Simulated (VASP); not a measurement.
A convergence study with VASP on SrTiO3 (cubic perovskite): one setting is varied, all else stays as given below, so the limit is that of these other settings.

```yaml
crystal:
  lattice:
    - [3.90500, 0.00000, 0.00000]
    - [0.00000, 3.90500, 0.00000]
    - [0.00000, 0.00000, 3.90500]
  atoms:
    - { symbol: Sr, position: [0.00000, 0.00000, 0.00000] }
    - { symbol: Ti, position: [0.50000, 0.50000, 0.50000] }
    - { symbol: O, position: [0.50000, 0.00000, 0.50000] }
    - { symbol: O, position: [0.00000, 0.50000, 0.50000] }
    - { symbol: O, position: [0.50000, 0.50000, 0.00000] }
```

All values below come from PBEsol GGA, VASP's PBE PAW potentials (set 64) (plane waves; VASP 6.6.1). The tightest run used: 700 eV cut-off, 10×10×10 Monkhorst-Pack mesh, Gaussian smearing of 0.050 eV, potentials Sr_sv Ti_sv O.

| setting | E (eV/atom) | pressure (GPa) | irreducible k-points |
|---|---|---|---|
| 1×1×1 mesh | -4.5992 | 52.10 | 1 |
| 2×2×2 mesh | -8.4788 | -2.13 | 1 |
| 3×3×3 mesh | -8.3845 | -1.15 | 4 |

### Question
These are the cheaper rows. Estimate the results at 10×10×10 mesh, and how far the last row shown lies from them.

### Answer

```json
[
 {"quantity": "E (eV/atom)", "tightest run": "-8.4059", "last row shown is off by": "0.0215"},
 {"quantity": "pressure (GPa)", "tightest run": "-1.48", "last row shown is off by": "0.33"}
]
```

Left out are rungs that failed or repeat a setting and relaxations that didn't move; long series are thinned to 24 rows.

The compound is SrTiO3 in the cubic perovskite structure, the ideal cubic form; the compound distorts at low or room temperature. The cell was not relaxed at this level.
